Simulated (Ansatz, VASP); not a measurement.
# B2O3 (glassy B2O3) in two plane-wave programs

Aim: how closely do two programs agree when they are given the same cell, functional and k mesh? Of the first pair: The structure shown is the start of the Ansatz relaxation below; VASP solves that cell, so the two are compared at the walk's first step.

Main program and level: Ansatz 0.2.0; plane waves, with VASP 6.6.1 beside it; single point at PBE.

## Step 1: The structure

The cell holds 85 atoms: 34 B and 51 O. Cell: a = 10.146 Å, b = 10.648 Å, c = 10.004 Å, α = 86.5°, β = 94.1°, γ = 92.7°. As first built, before any earlier steps moved the atoms (in the runner's words): 85 atoms (34 B, 51 O) placed at random at 1.8 g/cm^3, melted at 3000 K for 20 ps at fixed volume with the Buckingham and Coulomb pair potential of Guillot and Sator (Geochim. Cosmochim. Acta 71, 1249 (2007)) with the boron terms of Wang et al. (J. Non-Cryst. Solids 498, 294 (2018)). Quenched from 3000 K to 300 K at 10 K/ps and fixed volume, held 5 ps.

## Step 2: Ansatz: relaxation, PBE

Ansatz runs on its default PAW (the set named soft_2) files.

The two programs are compared at the cell with which this relaxation starts, whose forces are those of its first step.

input.yaml reads:

```yaml
crystal:
  lattice:
    - [10.13691, -0.23752, -0.35742]
    - [-0.23752, 10.6408, 0.31178]
    - [-0.35742, 0.31178, 9.99266]
  atoms:
    - { symbol: B, position: [0.72235, 0.55563, 0.86486] }
    - { symbol: B, position: [0.28506, 0.83527, 0.42264] }
    - { symbol: B, position: [0.22654, 0.94889, 0.94382] }
    - { symbol: B, position: [0.02645, 0.86175, 0.81014] }
    - { symbol: B, position: [0.88609, 0.72588, 0.62261] }
    - { symbol: B, position: [0.42403, 0.99913, 0.54613] }
    - { symbol: B, position: [0.69177, 0.29984, 0.5509] }
    - { symbol: B, position: [0.08107, 0.44797, 0.13934] }
    - { symbol: B, position: [0.77176, 0.18441, 0.94871] }
    - { symbol: B, position: [0.90826, 0.5846, 0.24464] }
    - { symbol: B, position: [0.68343, 0.13417, 0.35174] }
    - { symbol: B, position: [0.89593, 0.08679, 0.60927] }
    - { symbol: B, position: [0.52597, 0.06428, 0.16216] }
    - { symbol: B, position: [0.5172, 0.5567, 0.43679] }
    - { symbol: B, position: [0.56696, 0.82204, 0.21568] }
    - { symbol: B, position: [0.61126, 0.77057, 0.84518] }
    - { symbol: B, position: [0.45466, 0.68244, 0.03599] }
    - { symbol: B, position: [0.24091, 0.17835, 0.50685] }
    - { symbol: B, position: [0.23364, 0.55223, 0.96316] }
    - { symbol: B, position: [0.27544, 0.59846, 0.50182] }
    - { symbol: B, position: [0.5755, 0.22939, 0.7654] }
    - { symbol: B, position: [0.17506, 0.47948, 0.71648] }
    - { symbol: B, position: [0.68377, 0.74648, 0.4502] }
    - { symbol: B, position: [0.80785, 0.49161, 0.64905] }
    - { symbol: B, position: [0.65994, 0.97396, 0.67968] }
    - { symbol: B, position: [0.41538, 0.1313, 0.92471] }
    - { symbol: B, position: [0.67953, 0.47622, 0.27998] }
    - { symbol: B, position: [0.89627, 0.00813, 0.37403] }
    - { symbol: B, position: [0.73127, 0.39475, 0.0644] }
    - { symbol: B, position: [0.21277, 0.9875, 0.19853] }
    - { symbol: B, position: [0.076, 0.25497, 0.67375] }
    - { symbol: B, position: [0.17434, 0.22857, 0.2497] }
    - { symbol: B, position: [0.88055, 0.96066, 0.98872] }
    - { symbol: B, position: [0.92485, 0.82981, 0.2137] }
    - { symbol: O, position: [0.16235, 0.8718, 0.84643] }
    - { symbol: O, position: [0.79275, 0.29847, 0.01019] }
    - { symbol: O, position: [0.2377, 0.71038, 0.42908] }
    - { symbol: O, position: [0.83984, 0.08135, 0.00511] }
    - { symbol: O, position: [0.45073, 0.21606, 0.81727] }
    - { symbol: O, position: [0.5887, 0.28666, 0.63784] }
    - { symbol: O, position: [0.70916, 0.51491, 0.99879] }
    - { symbol: O, position: [0.48226, 0.14224, 0.05121] }
    - { symbol: O, position: [0.98119, 0.79202, 0.70158] }
    - { symbol: O, position: [0.34866, 0.1025, 0.51254] }
    - { symbol: O, position: [0.94154, 0.93309, 0.87557] }
    - { symbol: O, position: [0.52751, 0.93461, 0.14624] }
    - { symbol: O, position: [0.68323, 0.17231, 0.83722] }
    - { symbol: O, position: [0.34196, 0.60286, 0.04161] }
    - { symbol: O, position: [0.50022, 0.73666, 0.91666] }
    - { symbol: O, position: [0.18311, 0.1151, 0.18543] }
    - { symbol: O, position: [0.78684, 0.01919, 0.65715] }
    - { symbol: O, position: [0.70365, 0.68161, 0.8211] }
    - { symbol: O, position: [0.19351, 0.24218, 0.38693] }
    - { symbol: O, position: [0.75273, 0.47028, 0.77349] }
    - { symbol: O, position: [0.96503, 0.70557, 0.23727] }
    - { symbol: O, position: [0.09089, 0.37147, 0.7332] }
    - { symbol: O, position: [0.78497, 0.40194, 0.55311] }
    - { symbol: O, position: [0.11606, 0.52555, 0.02796] }
    - { symbol: O, position: [0.7825, 0.05973, 0.31075] }
    - { symbol: O, position: [0.95361, 0.18714, 0.68241] }
    - { symbol: O, position: [0.95477, 0.05047, 0.49544] }
    - { symbol: O, position: [0.52085, 0.70878, 0.16193] }
    - { symbol: O, position: [0.1434, 0.3338, 0.16397] }
    - { symbol: O, position: [0.1843, 0.20185, 0.62454] }
    - { symbol: O, position: [0.71011, 0.2159, 0.45369] }
    - { symbol: O, position: [0.55589, 0.01898, 0.59347] }
    - { symbol: O, position: [0.24244, 0.53637, 0.82673] }
    - { symbol: O, position: [0.31185, 0.04477, 0.89475] }
    - { symbol: O, position: [0.24824, 0.92264, 0.31871] }
    - { symbol: O, position: [0.79662, 0.78792, 0.52854] }
    - { symbol: O, position: [0.68889, 0.37835, 0.19387] }
    - { symbol: O, position: [0.37772, 0.87463, 0.52498] }
    - { symbol: O, position: [0.77977, 0.57098, 0.29332] }
    - { symbol: O, position: [0.60121, 0.64829, 0.49866] }
    - { symbol: O, position: [0.56419, 0.47339, 0.34987] }
    - { symbol: O, position: [0.97548, 0.47824, 0.21496] }
    - { symbol: O, position: [0.8927, 0.59502, 0.6237] }
    - { symbol: O, position: [0.3882, 0.53714, 0.47344] }
    - { symbol: O, position: [0.8618, 0.86341, 0.08871] }
    - { symbol: O, position: [0.64785, 0.82273, 0.33474] }
    - { symbol: O, position: [0.55947, 0.12439, 0.28153] }
    - { symbol: O, position: [0.96063, 0.91483, 0.31331] }
    - { symbol: O, position: [0.20518, 0.92164, 0.0794] }
    - { symbol: O, position: [0.62917, 0.89249, 0.79034] }
    - { symbol: O, position: [0.18966, 0.53631, 0.58888] }
kpoints:
  mp_grid: { grid: [1, 1, 1] }
hamiltonian:
  xc: pbe
scf:
  occupations: { method: fermi_dirac, width: 0.025 }
output:
  forces: true
  eigenvalues: true
  stress: true
relax:
  f_tol: 0.05
  max_steps: 70
```

Command:

```
$ ansatz run input.yaml --threads 4 --pin off --max-ram 8192MiB --backend cpu --events-out ev --progress --plain --runs-dir out
```

Numbers of over 12 decimals in the logs are rounded to 6 here.

The program printed:

```text
Warning: output.stress: scf.convergence.dr2_threshold = 1e-7 eV (the SCF's general default) is looser than the 8.5e-9 eV advised for a printed stress (1e-10 eV for each atom of the cell: 85). What an SCF threshold leaves in a stress goes as its square root, and in the free energy as the threshold itself, and one threshold admits the most on a small cell: [figures from the program's tests cut] Every solve of this run  [...]
Engine: ansatz 0.2.0, aarch64-unknown-linux-gnu
Pseudopotentials: kind: paw
Pseudopotential: B, paw, valence charge 3, recommended cutoff 420 eV (normal), B.paw.azcp
Pseudopotential: O, paw, valence charge 6, recommended cutoff 420 eV (normal), O.paw.azcp
Functional definition: PBE
  parameter kappa = 0.804
  parameter beta = 0.066725
  exchange = pbe_x(kappa = kappa, mu = beta*pi^2/3)
  correlation = pbe_c(beta = beta)
Crystal: 85 atoms, lattice volume = 1075.001 Å³
Basis set: ecut = 420 eV, 20991 PW (Γ), exchange–correlation on 144×144×144 points (8 copies of the dense FFT grid, shifted against one another)
Bands: 289, of which v1, the nominal top of the filled ones, is band 204 counted from 1 (203 counted from 0)
Symmetry: 1 space group operations
Space group: P1 (ITA 1), of the structure as read, at distance tolerance 1.0e-4 Å
k-points: 1
Non-local potential: B, projectors of the file, l = 0: 2, l = 1: 2, l = 2: 1
Non-local potential: O, projectors of the file, l = 0: 2, l = 1: 2, l = 2: 1
PAW form: soft (Blöchl's): semilocal exchange-correlation on the pseudo side does not see the compensation charge
PAW one-centre angular grid: B, 110 points (default); XC on 64 Gauss nodes
PAW one-centre angular grid: O, 110 points (default); XC on 64 Gauss nodes
Initial density: superposition of atomic densities (neutral atoms: chi_scale 0, normalization atom), corrected by the library's trained network
Initial wavefunctions: pseudopotential atomic-orbital guess
Functional: x = pbe(κ = 0.804, μ = 0.219515), c = pbe(β = 0.066725)
SCF iter   1: F=—  HF=-34310.407909 eV  |F-HF|=—  |Δ(HF+E_count)|=         —  Δρ=3.40e-3  dr2=1.00e-1  ethr=1.77e-3  ⟨swp⟩=6.0  Hψ=1246  notcnv=0  defer=50
preconditioner: auto → Resta (q_TF=auto, 2.321 Å⁻¹)  ε∞=2.9  [insulator: Δε(μ)=5.543 eV  Ē_g=16.545 eV  σ=0.025 eV  W_gap=1.00  n_scr=230 (ndim 8)  ℏωp=22.9 eV  f_vac=0.232  D(μ)=0.00/eV (n_scr^D=0)  ε∞_Penn≈2.9]
SCF iter   2: F=—  HF=-34310.415434 eV  |F-HF|=—  |Δ(HF+E_count)|=   7.53e-3  Δρ=1.57e-3  dr2=1.70e-2  ethr=2.46e-5  ⟨swp⟩=2.0  Hψ=542  notcnv=0  defer=80
SCF iter   3: F=—  HF=-34310.422982 eV  |F-HF|=—  |Δ(HF+E_count)|=   7.55e-3  Δρ=6.13e-4  dr2=4.24e-3  ethr=4.16e-6  ⟨swp⟩=2.0  Hψ=334  notcnv=0  defer=80
SCF iter   4: F=—  HF=-34310.423466 eV  |F-HF|=—  |Δ(HF+E_count)|=   4.84e-4  Δρ=1.63e-4  dr2=3.36e-4  ethr=1.04e-6  ⟨swp⟩=2.0  Hψ=444  notcnv=0  defer=80
SCF iter   5: F=—  HF=-34310.423469 eV  |F-HF|=—  |Δ(HF+E_count)|=   3.60e-6  Δρ=9.15e-5  dr2=7.89e-5  ethr=8.25e-8  ⟨swp⟩=2.0  Hψ=371  notcnv=0  defer=80
SCF iter   6: F=-34310.423471 eV  HF=-34310.423471 eV  |F-HF|=1.46e-7  |Δ(HF+E_count)|=   1.34e-6  Δρ=2.26e-5  dr2=5.13e-6  ethr=1.53e-8  ⟨swp⟩=18.0  Hψ=1679  notcnv=0
SCF 1 converged in 6 iterations: F = -34310.423471 eV  dr2 = 5.13e-6
  greatest PAW one-centre occupation: 0.863 electrons in one spin orbital (limit 2), on the O atom at site 56 (counted from 0), in its partial waves of l = 0
relax step   1: F+E_penalty+E_count = -34310.42347094 eV  Δ(F+E_penalty+E_count) = +0.000e0 eV  max|allowed force component| = 8.203e-1 eV/Å  Δτ_max = 0.0000 Å  (6 SCF iters, dr2 threshold 6.25e-5 eV, accepted)
Initial density: handed on by an earlier stage of this run
Initial wavefunctions: those handed on with the density
iter 1 solved again at ethr=2.46e-4 eV; its pass at ethr=3.10e-3 eV (dr2=1.00e0 eV) is discarded
SCF iter   1: F=—  HF=-34311.354917 eV  |F-HF|=—  |Δ(HF+E_count)|=         —  Δρ=1.43e-2  dr2=1.02e0  ethr=2.46e-4  ⟨swp⟩=2.0  Hψ=1013  notcnv=0  defer=80
[...]
--- Relaxed structure (6 steps of the walk, 6 accepted, 0 SCFs on fresh bases) ---
  F+E_penalty+E_count = -34311.69793985 eV   max|allowed force component| = 3.712e-2 eV/Å
  atoms:
    - { symbol: B, position: [0.716661, 0.555584, 0.864835] }
    - { symbol: B, position: [0.285566, 0.836172, 0.415414] }
    - { symbol: B, position: [0.212997, 0.950067, 0.946637] }
    - { symbol: B, position: [0.00820141, 0.863431, 0.816735] }
    - { symbol: B, position: [0.872993, 0.724864, 0.630435] }
    - { symbol: B, position: [0.431434, 0.995936, 0.536404] }
    - { symbol: B, position: [0.687489, 0.296637, 0.555232] }
    - { symbol: B, position: [0.089813, 0.449146, 0.144062] }
    - { symbol: B, position: [0.773230, 0.185954, 0.956364] }
    - { symbol: B, position: [0.913023, 0.590067, 0.241289] }
    - { symbol: B, position: [0.679080, 0.137084, 0.353754] }
    - { symbol: B, position: [0.896943, 0.090881, 0.608078] }
    - { symbol: B, position: [0.526379, 0.062838, 0.164343] }
    - { symbol: B, position: [0.520978, 0.561343, 0.427764] }
    - { symbol: B, position: [0.569642, 0.821289, 0.217383] }
    - { symbol: B, position: [0.613862, 0.774047, 0.840828] }
    - { symbol: B, position: [0.460356, 0.690884, 0.030686] }
    - { symbol: B, position: [0.249491, 0.172155, 0.506923] }
    - { symbol: B, position: [0.244521, 0.548591, 0.961808] }
    - { symbol: B, position: [0.284184, 0.602702, 0.498117] }
    - { symbol: B, position: [0.579086, 0.215385, 0.772202] }
    - { symbol: B, position: [0.187264, 0.476310, 0.712042] }
    - { symbol: B, position: [0.683104, 0.745862, 0.451002] }
    - { symbol: B, position: [0.794282, 0.492530, 0.650398] }
    - { symbol: B, position: [0.664673, 0.972689, 0.670362] }
    - { symbol: B, position: [0.414482, 0.115332, 0.926038] }
    - { symbol: B, position: [0.685638, 0.481282, 0.275777] }
    - { symbol: B, position: [0.888135, 0.00730838, 0.379254] }
    - { symbol: B, position: [0.733163, 0.397467, 0.063373] }
    - { symbol: B, position: [0.203994, 0.989496, 0.200040] }
    - { symbol: B, position: [0.084215, 0.251341, 0.664419] }
    - { symbol: B, position: [0.175510, 0.227706, 0.256392] }
    - { symbol: B, position: [0.875498, 0.965550, 0.995439] }
    - { symbol: B, position: [0.919025, 0.833766, 0.217726] }
    - { symbol: O, position: [0.142162, 0.878765, 0.851127] }
    - { symbol: O, position: [0.791714, 0.300859, 0.011465] }
    - { symbol: O, position: [0.240972, 0.712811, 0.430296] }
    - { symbol: O, position: [0.842476, 0.086462, 0.013679] }
    - { symbol: O, position: [0.454352, 0.190561, 0.816406] }
    - { symbol: O, position: [0.593067, 0.271793, 0.646975] }
    - { symbol: O, position: [0.711903, 0.515112, 0.997148] }
    - { symbol: O, position: [0.478069, 0.130830, 0.050904] }
    - { symbol: O, position: [0.963499, 0.788144, 0.714346] }
    - { symbol: O, position: [0.356236, 0.098260, 0.513996] }
    - { symbol: O, position: [0.923389, 0.933555, 0.879132] }
    - { symbol: O, position: [0.529778, 0.934529, 0.157481] }
    - { symbol: O, position: [0.685960, 0.169510, 0.848660] }
    - { symbol: O, position: [0.352494, 0.608577, 0.027995] }
    - { symbol: O, position: [0.507150, 0.752358, 0.917550] }
    - { symbol: O, position: [0.176906, 0.115430, 0.192574] }
    - { symbol: O, position: [0.786651, 0.031076, 0.657556] }
    - { symbol: O, position: [0.698390, 0.679590, 0.822762] }
    - { symbol: O, position: [0.206971, 0.238844, 0.390077] }
    - { symbol: O, position: [0.739326, 0.471611, 0.772236] }
    - { symbol: O, position: [0.961346, 0.711926, 0.234990] }
    - { symbol: O, position: [0.105063, 0.368768, 0.715783] }
    - { symbol: O, position: [0.772543, 0.402609, 0.557343] }
    - { symbol: O, position: [0.136087, 0.518761, 0.035190] }
[...]
- { symbol: O, position: [0.392150, 0.544190, 0.458333] }
    - { symbol: O, position: [0.859860, 0.871334, 0.095066] }
    - { symbol: O, position: [0.652158, 0.815816, 0.333008] }
    - { symbol: O, position: [0.561383, 0.130098, 0.275886] }
    - { symbol: O, position: [0.948703, 0.913686, 0.319918] }
    - { symbol: O, position: [0.190503, 0.928576, 0.080288] }
    - { symbol: O, position: [0.636680, 0.889231, 0.776762] }
    - { symbol: O, position: [0.209067, 0.541225, 0.592085] }
```

## Step 3: VASP: single point, PBE, start cell, pair 1

The same cell, functional, mesh and smearing now go to VASP, with its own data sets.

Lines of VASP's logs that name or quote its potential files are left out, and so is its time.

INCAR reads:

```
SYSTEM = B2O3
PREC = Accurate
ENCUT = 520
EDIFF = 1E-06
NELM = 120
ISMEAR = -1
SIGMA = 0.025
LREAL = Auto
ALGO = Normal
GGA = PE
NBANDS = 264
LORBIT = 11
LWAVE = .FALSE.
LCHARG = .FALSE.
ISIF = 2
LASPH = .TRUE.
GGA_COMPAT = .FALSE.
EFERMI = MIDGAP
NCORE = 2
```

POSCAR reads:

```
B2O3
1.0
   10.1369100000     -0.2375200000     -0.3574200000
   -0.2375200000     10.6408000000      0.3117800000
   -0.3574200000      0.3117800000      9.9926600000
B O
34 51
Direct
    0.7223494043      0.5556280063      0.8648596494
    0.2850624246      0.8352697449      0.4226368765
    0.2265403097      0.9488896630      0.9438152823
    0.0264522135      0.8617488067      0.8101424953
    0.8860928072      0.7258804409      0.6226062217
    0.4240256210      0.9991300989      0.5461255016
    0.6917710990      0.2998411300      0.5509011973
    0.0810705459      0.4479655142      0.1393432326
    0.7717628423      0.1844147046      0.9487110197
    0.9082642555      0.5846043841      0.2446359483
    0.6834318825      0.1341687213      0.3517422888
    0.8959319495      0.0867925755      0.6092735876
    0.5259717266      0.0642779898      0.1621642508
    0.5172035076      0.5567028713      0.4367896092
    0.5669616729      0.8220358452      0.2156832220
    0.6112623151      0.7705694854      0.8451832868
    0.4546608210      0.6824364810      0.0359898990
    0.2409137481      0.1783508262      0.5068521466
    0.2336431060      0.5522329889      0.9631603114
    0.2754397187      0.5984572240      0.5018244062
    0.5754961740      0.2293864779      0.7653993758
    0.1750605097      0.4794841675      0.7164835543
    0.6837698109      0.7464802366      0.4501959836
    0.8078548363      0.4916096372      0.6490533474
    0.6599414294      0.9739623487      0.6796803138
    0.4153827160      0.1313016985      0.9247116230
    0.6795346722      0.4762247437      0.2799756954
    0.8962705969      0.0081261244      0.3740256822
    0.7312659139      0.3947459449      0.0643967845
    0.2127681325      0.9875045448      0.1985320644
    0.0759968042      0.2549703562      0.6737513455
    0.1743368361      0.2285690561      0.2496980996
    0.8805506865      0.9606595593      0.9887169171
    0.9248456804      0.8298099473      0.2137008762
    0.1623475217      0.8718009863      0.8464328957
    0.7927497113      0.2984660935      0.0101863611
    0.2377047396      0.7103770560      0.4290828538
    0.8398363917      0.0813459806      0.0051049744
    0.4507318744      0.2160597195      0.8172736276
    0.5886965823      0.2866570974      0.6378419743
    0.7091596137      0.5149084720      0.9987860756
    0.4822563161      0.1422430090      0.0512095405
    0.9811944162      0.7920188610      0.7015812474
    0.3486604232      0.1025029528      0.5125421898
    0.9415369589      0.9330922173      0.8755731355
    0.5275136684      0.9346101395      0.1462424606
    0.6832326465      0.1723133852      0.8372222356
    0.3419644964      0.6028636185      0.0416069526
    0.5002219429      0.7366565601      0.9166642860
    0.1831146074      0.1151021811      0.1854323338
    0.7868409380      0.0191907638      0.6571472853
    0.7036535872      0.6816055889      0.8211015760
    0.1935126040      0.2421834975      0.3869297368
    0.7527304633      0.4702776086      0.7734895182
    0.9650269616      0.7055708058      0.2372678617
    0.0908944883      0.3714658307      0.7331953545
    0.7849692190      0.4019431881      0.5531105683
    0.1160632544      0.5255477913      0.0279633289
    0.7825024328      0.0597298214      0.3107540390
    0.9536098243      0.1871419051      0.6824101010
    0.9547747398      0.0504671773      0.4954357429
    0.5208516373      0.7087838493      0.1619266705
    0.1433958250      0.3338036000      0.1639682777
    0.1843034630      0.2018509797      0.6245424787
    0.7101117193      0.2158966861      0.4536925966
    0.5558920759      0.0189837844      0.5934724269
    0.2424396170      0.5363719515      0.8267290912
    0.3118538792      0.0447717533      0.8947471320
    0.2482372031      0.9226368087      0.3187104572
    0.7966191171      0.7879225599      0.5285348555
    0.6888942431      0.3783533055      0.1938684581
    0.3777165504      0.8746276643      0.5249765364
    0.7797700116      0.5709776001      0.2933238999
    0.6012102006      0.6482902210      0.4986620804
    0.5641946757      0.4733877269      0.3498729703
    0.9754771350      0.4782416988      0.2149626667
    0.8927032906      0.5950188586      0.6237033013
    0.3882047773      0.5371399326      0.4734357682
    0.8617993494      0.8634066163      0.0887082527
    0.6478461091      0.8227305461      0.3347399218
    0.5594671129      0.1243901589      0.2815248764
    0.9606254349      0.9148262610      0.3133121923
    0.2051794705      0.9216393366      0.0793969307
    0.6291728631      0.8924919501      0.7903418934
    0.1896595111      0.5363080699      0.5888800352
```

KPOINTS reads:

```
Automatic mesh
0
Gamma
1 1 1
0 0 0
```

PAW data sets: B and O (PBE family, release 64).

Command:

```
$ mpirun -np 8 vasp_gam
```

The program printed:

```text
[banner, memory and clock lines left out]
running    8 mpi-ranks, on    1 nodes
[...]
LDA part: xc-table for (Slater+PW92), standard interpolation
 POSCAR, INCAR and KPOINTS ok, starting setup
[...]
entering main loop
       N       E                     dE             d eps       ncg     rms          rms(c)
DAV:   1     0.371782206394E+04    0.37178E+04   -0.24462E+05   536   0.151E+03
DAV:   2    -0.409139181488E+03   -0.41270E+04   -0.39849E+04   648   0.382E+02
DAV:   3    -0.732279127602E+03   -0.32314E+03   -0.31990E+03   616   0.112E+02
DAV:   4    -0.738646363515E+03   -0.63672E+01   -0.63441E+01   608   0.172E+01
[...]
DAV:  16    -0.678028815354E+03    0.19310E-05   -0.90273E-05   624   0.319E-02    0.121E-02
DAV:  17    -0.678028812876E+03    0.24776E-05   -0.16582E-05   608   0.129E-02    0.458E-03
DAV:  18    -0.678028812485E+03    0.39114E-06   -0.14682E-06   408   0.629E-03
   1 F= -.67802881E+03 E0= -.67802881E+03  d E =0.000000E+00
```

Parts of OUTCAR (step 3):

```text
  FREE ENERGIE OF THE ION-ELECTRON SYSTEM (eV)
  ---------------------------------------------------
  free  energy   TOTEN  =      -678.0288124848 eV

  energy  without entropy=     -678.0288124848  energy(sigma->0) =     -678.02881248

[... 1 further part left out ...]
```

The run ends at a pressure of -8.34 GPa, with forces up to 0.90 eV/Å.

[end of part 1 of 3]

[Lines on the potential files, build, host, timing and source positions are cut from VASP's logs without a mark.]

[Logs are printed without paths, hosts, clocks, repeated set-up lines and the standing remarks that a program may print on its own settings, such as how far it seeks lower states.]

[Hosts, paths, dates, database ids (printed as entryN), source tags and the programs' standing remarks are cut or masked in the printed files.]
